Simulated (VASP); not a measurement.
Computed with LDA (Ceperley-Alder, Perdew-Zunger), VASP's LDA PAW potentials (set 64) (plane waves; VASP).

VASP input:

File POSCAR:
```
CaB6
1
    4.0504447200     0.0000000000     0.0000000000
    0.0000000000     4.0504447200     0.0000000000
    0.0000000000     0.0000000000     4.0504447200
Ca B
1 6
Direct
  0.0000000000   0.0000000000   0.0000000000
  0.7989428890   0.5000000000   0.5000000000
  0.5000000000   0.2010571110   0.5000000000
  0.5000000000   0.7989428890   0.5000000000
  0.2010571110   0.5000000000   0.5000000000
  0.5000000000   0.5000000000   0.7989428890
  0.5000000000   0.5000000000   0.2010571110
```

### INCAR
```
# general
SYSTEM  = CaB6
PREC    = Accurate
ENCUT   = 620   # plane-wave cut-off (eV)
LREAL   = .FALSE.   # projection in real space or not
LASPH   = .TRUE.   # aspherical one-centre terms

# electronic loop
EDIFF   = 1E-6   # SCF stop (eV)
NELM    = 100
ALGO    = Normal

# smearing
ISMEAR  = 0   # Gaussian
SIGMA   = 0.05

# ions
IBRION  = 2   # conjugate gradients
NSW     = 40
ISIF    = 3   # ions, shape and volume
EDIFFG  = -0.02   # ionic stop
PSTRESS = 100

# output
LWAVE   = .FALSE.
LCHARG  = .FALSE.
```

**KPOINTS**
```
Automatic mesh
0
Gamma
6 6 6
0 0 0
```

POTCAR, in this order: Ca_sv B (LDA.64 set). Program: vasp_std.

The resulting files:

**OSZICAR**
```
       N       E                     dE             d eps       ncg     rms          rms(c)
DAV:   1     0.178214447176E+03    0.17821E+03   -0.15293E+04   720   0.170E+03
DAV:   2    -0.480544611488E+02   -0.22627E+03   -0.22198E+03   964   0.358E+02
DAV:   3    -0.559617543105E+02   -0.79073E+01   -0.78486E+01  1056   0.680E+01
DAV:   4    -0.562261935898E+02   -0.26444E+00   -0.26422E+00  1190   0.901E+00
DAV:   5    -0.562283744465E+02   -0.21809E-02   -0.21795E-02  1004   0.822E-01    0.104E+01
DAV:   6    -0.507511186219E+02    0.54773E+01   -0.94682E+00   936   0.187E+01    0.505E+00
DAV:   7    -0.498395727310E+02    0.91155E+00   -0.62999E+00   960   0.121E+01    0.140E+00
DAV:   8    -0.498550044093E+02   -0.15432E-01   -0.10679E+00  1000   0.661E+00    0.843E-01
DAV:   9    -0.498191331556E+02    0.35871E-01   -0.13858E-01   990   0.203E+00    0.180E-01
DAV:  10    -0.498191270792E+02    0.60764E-05   -0.24817E-02  1164   0.801E-01    0.130E-01
DAV:  11    -0.498191153270E+02    0.11752E-04   -0.98297E-04   928   0.227E-01    0.717E-02
DAV:  12    -0.498190458518E+02    0.69475E-04   -0.20881E-04  1002   0.103E-01    0.269E-02
DAV:  13    -0.498190298365E+02    0.16015E-04   -0.11944E-04   974   0.653E-02    0.339E-03
DAV:  14    -0.498190301571E+02   -0.32059E-06   -0.62125E-06   904   0.186E-02
   1 F= -.45671424E+02 E0= -.45671312E+02  d E =-.456714E+02
       N       E                     dE             d eps       ncg     rms          rms(c)
DAV:   1    -0.497975137380E+02    0.21516E-01   -0.46760E+00   844   0.210E+01    0.215E+00
DAV:   2    -0.496900344339E+02    0.10748E+00   -0.30330E-01   882   0.503E+00    0.114E+00
DAV:   3    -0.496578094197E+02    0.32225E-01   -0.18963E-01  1188   0.327E+00    0.296E-01
DAV:   4    -0.496577509797E+02    0.58440E-04   -0.10220E-02   948   0.908E-01    0.124E-01
DAV:   5    -0.496587370594E+02   -0.98608E-03   -0.16589E-03  1206   0.264E-01    0.322E-02
DAV:   6    -0.496587687977E+02   -0.31738E-04   -0.74711E-05   896   0.579E-02    0.244E-02
DAV:   7    -0.496588076368E+02   -0.38839E-04   -0.69801E-05  1202   0.419E-02    0.915E-03
DAV:   8    -0.496588079997E+02   -0.36291E-06   -0.15209E-06   704   0.120E-02
   2 F= -.45686653E+02 E0= -.45686551E+02  d E =-.152292E-01
       N       E                     dE             d eps       ncg     rms          rms(c)
DAV:   1    -0.497611574958E+02   -0.10235E+00   -0.74234E-01   958   0.846E+00    0.842E-01
DAV:   2    -0.497446115156E+02    0.16546E-01   -0.47981E-02   962   0.198E+00    0.455E-01
DAV:   3    -0.497394875611E+02    0.51240E-02   -0.31356E-02  1216   0.130E+00    0.134E-01
DAV:   4    -0.497394333788E+02    0.54182E-04   -0.15652E-03   956   0.376E-01    0.516E-02
DAV:   5    -0.497396032876E+02   -0.16991E-03   -0.27826E-04  1150   0.104E-01    0.113E-02
DAV:   6    -0.497396040016E+02   -0.71400E-06   -0.14306E-05   962   0.253E-02    0.108E-02
DAV:   7    -0.497396093741E+02   -0.53725E-05   -0.64473E-06  1166   0.147E-02    0.362E-03
DAV:   8    -0.497396095061E+02   -0.13198E-06   -0.22625E-07   464   0.464E-03
   3 F= -.45698631E+02 E0= -.45698530E+02  d E =-.272075E-01
       N       E                     dE             d eps       ncg     rms          rms(c)
DAV:   1    -0.497302201447E+02    0.93892E-02   -0.40597E-01   738   0.420E+00    0.282E-01
DAV:   2    -0.497271485048E+02    0.30716E-02   -0.14017E-02  1020   0.852E-01    0.130E-01
DAV:   3    -0.497265561219E+02    0.59238E-03   -0.31585E-03   786   0.352E-01    0.271E-02
DAV:   4    -0.497265622344E+02   -0.61124E-05   -0.29038E-04  1052   0.114E-01    0.162E-02
DAV:   5    -0.497265643278E+02   -0.20935E-05   -0.26209E-05  1102   0.286E-02    0.821E-03
DAV:   6    -0.497265652407E+02   -0.91286E-06   -0.64940E-06  1040   0.214E-02
   4 F= -.45695034E+02 E0= -.45694617E+02  d E =0.359696E-02
       N       E                     dE             d eps       ncg     rms          rms(c)
DAV:   1    -0.497394436862E+02   -0.12879E-01   -0.20967E-01   732   0.302E+00    0.198E-01
DAV:   2    -0.497379841214E+02    0.14596E-02   -0.68801E-03  1008   0.609E-01    0.956E-02
DAV:   3    -0.497376335992E+02    0.35052E-03   -0.23485E-03   772   0.289E-01    0.178E-02
DAV:   4    -0.497376326392E+02    0.95999E-06   -0.22777E-04   942   0.985E-02    0.128E-02
DAV:   5    -0.497376327249E+02   -0.85700E-07   -0.23967E-05  1108   0.295E-02    0.566E-03
DAV:   6    -0.497376326570E+02    0.67984E-07   -0.38860E-06   900   0.165E-02
   5 F= -.45699320E+02 E0= -.45699202E+02  d E =-.689102E-03
```

OUTCAR:
```
------------------------ aborting loop because EDIFF is reached ----------------------------------------
  FORCE on cell =-STRESS in cart. coord.  units (eV):
  Direction    XX          YY          ZZ          XY          YZ          ZX
  --------------------------------------------------------------------------------------
  Total        4.0398217      4.0398217      4.0398217      0.0000000      0.0000000     -0.0000000
  in kB      100.0373739    100.0373739    100.0373739      0.0000000      0.0000000     -0.0000000
  external PRESSURE =       0.0373739 kB  Pullay stress =     100.0000000 kB
  volume of cell :       64.70
      direct lattice vectors                 reciprocal lattice vectors
     4.014549631  0.000000000  0.000000000     0.249093944  0.000000000  0.000000000
    -0.000000000  4.014549631  0.000000000    -0.000000000  0.249093944  0.000000000
    -0.000000000 -0.000000000  4.014549631    -0.000000000 -0.000000000  0.249093944
 POSITION                                       TOTAL-FORCE (eV/Angst)
 -----------------------------------------------------------------------------------
     -0.00000      0.00000      0.00000        -0.000000      0.000000      0.000000
      3.20909      2.00727      2.00727         0.000540      0.000000      0.000000
      2.00727      0.80546      2.00727        -0.000000     -0.000540     -0.000000
      2.00727      3.20909      2.00727        -0.000000      0.000540      0.000000
      0.80546      2.00727      2.00727        -0.000540      0.000000     -0.000000
      2.00727      2.00727      3.20909        -0.000000      0.000000      0.000540
      2.00727      2.00727      0.80546        -0.000000      0.000000     -0.000540
 -----------------------------------------------------------------------------------
    total drift:                                0.000000     -0.000000      0.000000
  FREE ENERGIE OF THE ION-ELECTRON SYSTEM (eV)
  ---------------------------------------------------
  free  energy   TOTEN  =       -49.7376326570 eV

  energy  without entropy=      -49.7373953465  energy(sigma->0) =      -49.73751400
  enthalpy is  TOTEN    =       -45.6993202636 eV   P V=        4.0383123933

 reached required accuracy - stopping structural energy minimisation
```
(Selected blocks of OUTCAR.)

**CONTCAR**
```
CaB6
   1.00000000000000
     4.0145496312328079    0.0000000000000000    0.0000000000000000
    -0.0000000000000000    4.0145496312328079    0.0000000000000000
    -0.0000000000000000   -0.0000000000000000    4.0145496312328079
  Ca              B
     1     6
Direct
     0.0000000000000000    0.0000000000000000    0.0000000000000000
     0.7993652446152745    0.5000000000000000    0.5000000000000000
     0.5000000000000000    0.2006347553847255    0.5000000000000000
     0.5000000000000000    0.7993652446152745    0.5000000000000000
     0.2006347553847255    0.5000000000000000    0.5000000000000000
     0.5000000000000000    0.5000000000000000    0.7993652446152745
     0.5000000000000000    0.5000000000000000    0.2006347553847255
```

Energy and stress use the plane-wave basis of the starting cell.

The compound is CaB6 in the cab6 structure. This run relaxes it under an external pressure of 10 GPa. Symmetry was kept, so distortions that lower it aren't found.
